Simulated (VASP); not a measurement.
Here is the system:

```
CELL_PARAMETERS angstrom
      0.00000     2.33077     2.33077
      2.33077     0.00000     2.33077
      2.33077     2.33077     0.00000
ATOMIC_POSITIONS crystal
  Na 0.00000 0.00000 0.00000
  F  0.50000 0.50000 0.50000
```

Level of theory: r2SCAN meta-GGA, VASP's PBE PAW potentials (set 64) (plane waves; VASP). Numerical set-up: 520 eV cut-off, 10×10×10 Γ-centred mesh, Gaussian smearing of 0.050 eV, potentials Na_pv F.

Q: Give the stress tensor in GPa (positive for a compressed cell).

A: 
```
-2.73   0.00   0.00
 0.00  -2.73   0.00
 0.00   0.00  -2.73
```
The pressure is its mean diagonal, -2.73 GPa.

The compound is NaF in the rock salt structure. This cell is one point of a volume scan, at 1.06 of the reference volume.
